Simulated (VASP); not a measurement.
Method: AM05 GGA, VASP's PBE PAW potentials (set 64) (plane waves; VASP).

VASP input:

### INCAR
```
ALGO  =  Normal
EDIFF  =  1E-7
ENCUT  =  520
GGA  =  AM
ISIF  =  2
ISMEAR  =  0
LASPH  =  .TRUE.
LCHARG  =  .FALSE.
LREAL  =  .FALSE.
LWAVE  =  .FALSE.
NELM  =  100
PREC  =  Accurate
SIGMA  =  0.05
SYSTEM  =  SiC
```

**KPOINTS**
```
Automatic mesh
0
Gamma
10 10 10
0 0 0
```

POSCAR:
```
SiC
1
    0.0000000000     2.2206550793     2.2206550793
    2.2206550793     0.0000000000     2.2206550793
    2.2206550793     2.2206550793     0.0000000000
Si C
1 1
Direct
  0.0000000000   0.0000000000   0.0000000000
  0.2500000000   0.2500000000   0.2500000000
```

POTCAR, in this order: Si C (PBE.64 set). Program: vasp_std.

What VASP printed:

OSZICAR:
```
       N       E                     dE             d eps       ncg     rms          rms(c)
DAV:   1     0.378426348948E+01    0.37843E+01   -0.40527E+03   768   0.833E+02
DAV:   2    -0.167473237633E+02   -0.20532E+02   -0.19916E+02  1096   0.107E+02
DAV:   3    -0.171208965665E+02   -0.37357E+00   -0.37357E+00   848   0.177E+01
DAV:   4    -0.171222932297E+02   -0.13967E-02   -0.13967E-02  1200   0.117E+00
DAV:   5    -0.171222935002E+02   -0.27050E-06   -0.27050E-06   848   0.158E-02    0.827E+00
DAV:   6    -0.155986905201E+02    0.15236E+01   -0.66135E+00   832   0.141E+01    0.376E+00
DAV:   7    -0.155485087839E+02    0.50182E-01   -0.27099E-01  1136   0.375E+00    0.169E+00
DAV:   8    -0.155375189551E+02    0.10990E-01   -0.17114E-02   800   0.119E+00    0.172E-01
DAV:   9    -0.155377008123E+02   -0.18186E-03   -0.10021E-03  1208   0.244E-01    0.122E-01
DAV:  10    -0.155378334495E+02   -0.13264E-03   -0.18813E-04   992   0.114E-01    0.179E-02
DAV:  11    -0.155378363187E+02   -0.28692E-05   -0.37473E-05  1008   0.379E-02    0.531E-03
DAV:  12    -0.155378363174E+02    0.13621E-08   -0.17353E-06  1024   0.101E-02    0.146E-03
DAV:  13    -0.155378363827E+02   -0.65292E-07   -0.14396E-07   856   0.347E-03
   1 F= -.15537836E+02 E0= -.15537836E+02  d E =-.455004E-12
```

OUTCAR:
```
------------------------ aborting loop because EDIFF is reached ----------------------------------------
  FORCE on cell =-STRESS in cart. coord.  units (eV):
  Direction    XX          YY          ZZ          XY          YZ          ZX
  --------------------------------------------------------------------------------------
  Total       -1.5723550     -1.5723550     -1.5723550      0.0000000     -0.0000000     -0.0000000
  in kB     -115.0238413   -115.0238413   -115.0238413      0.0000000     -0.0000000     -0.0000000
  external PRESSURE =    -115.0238413 kB  Pullay stress =       0.0000000 kB
  volume of cell :       21.90
      direct lattice vectors                 reciprocal lattice vectors
     0.000000000  2.220655079  2.220655079    -0.225158785  0.225158785  0.225158785
     2.220655079  0.000000000  2.220655079     0.225158785 -0.225158785  0.225158785
     2.220655079  2.220655079  0.000000000     0.225158785  0.225158785 -0.225158785
  FREE ENERGIE OF THE ION-ELECTRON SYSTEM (eV)
  ---------------------------------------------------
  free  energy   TOTEN  =       -15.5378363827 eV

  energy  without entropy=      -15.5378363827  energy(sigma->0) =      -15.53783638
```
(Selected blocks of OUTCAR.)

### OUTCAR
```
 val. band max:        7.4597619112   @ k =   0.0000   0.0000   0.0000

 cond. band min:       8.7504362406   @ k =   0.5000   0.5000   0.0000


 Fermi energy:         7.6779427783

 k-point     1 :       0.0000    0.0000    0.0000
  band No.  band energies     occupation
      1      -7.5024      2.00000
      2       7.4598      2.00000
      3       7.4598      2.00000
      4       7.4598      2.00000
      5      13.0497      0.00000
      6      14.3173      0.00000
      7      14.3173      0.00000
      8      14.3173      0.00000

 k-point     2 :       0.1000    0.0000    0.0000
  band No.  band energies     occupation
      1      -7.3149      2.00000
      2       6.4543      2.00000
      3       7.3264      2.00000
      4       7.3264      2.00000
      5      13.3651      0.00000
      6      14.5441      0.00000
      7      14.5536      0.00000
      8      14.5536      0.00000

 k-point     3 :       0.2000    0.0000    0.0000
  band No.  band energies     occupation
      1      -6.7611      2.00000
      2       4.3804      2.00000
      3       7.0213      2.00000
      4       7.0213      2.00000
      5      13.1352      0.00000
      6      14.9209      0.00000
      7      14.9209      0.00000
      8      15.6874      0.00000

 k-point     4 :       0.3000    0.0000    0.0000
  band No.  band energies     occupation
      1      -5.8765      2.00000
      2       2.1413      2.00000
      3       6.7082      2.00000
      4       6.7082      2.00000
      5      12.7356      0.00000
      6      14.8437      0.00000
      7      14.8437      0.00000
      8      16.6936      0.00000

 k-point     5 :       0.4000    0.0000    0.0000
  band No.  band energies     occupation
      1      -4.7873      2.00000
      2       0.1670      2.00000
      3       6.4919      2.00000
      4       6.4919      2.00000
      5      12.4658      0.00000
      6      14.5188      0.00000
      7      14.5188      0.00000
...
```

The compound is SiC in the zinc blende structure. This cell is one point of a volume scan, at 1.06 of the reference volume.
